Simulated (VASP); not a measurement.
The system is GaSb.

```
Ga Sb
1.0
     0.00000    3.05900    3.05900
     3.05900    0.00000    3.05900
     3.05900    3.05900    0.00000
Ga Sb
1 1
Direct
  0.00000 0.00000 0.00000
  0.25000 0.25000 0.25000
```

* Program: VASP 6.6.1
* Task: relaxation of cell and atoms
* Functional: LDA
* Potentials or basis: VASP PAW LDA potentials, release 64 (Ga_d, Sb)
* Cutoff: 600 eV
* k mesh: 10 × 10 × 10
* Occupations: gaussian, width 0.03 eV
* Spin: no spin polarisation

At the start: pressure -1.6 GPa; volume 28.62 Å³/atom.

How do energy, volume and symmetry change on relaxing?

Over 3 steps the energy falls by 4.4 meV/atom and the volume is 27.75 Å³/atom (-3.0 %); space group F-43m (No. 216, to 0.05 Å).

The path:
```csv
step,energy change (eV),largest force (eV/Å),pressure (GPa),volume (Å³)
1,0.0000,0.0000,-1.59,57.25
2,-0.0078,0.0000,0.58,54.93
3,-0.0088,0.0000,-0.01,55.51
```

Final structure:
```cif
data_structure
_symmetry_space_group_name_H-M 'P 1'
_symmetry_Int_Tables_number 1
_cell_length_a 4.2818
_cell_length_b 4.2818
_cell_length_c 4.2818
_cell_angle_alpha 60.000
_cell_angle_beta 60.000
_cell_angle_gamma 60.000
_cell_volume 55.51
loop_
_atom_site_label
_atom_site_type_symbol
_atom_site_fract_x
_atom_site_fract_y
_atom_site_fract_z
_atom_site_occupancy
Ga1 Ga 0.00000 0.00000 0.00000 1
Sb1 Sb 0.25000 0.25000 0.25000 1
```
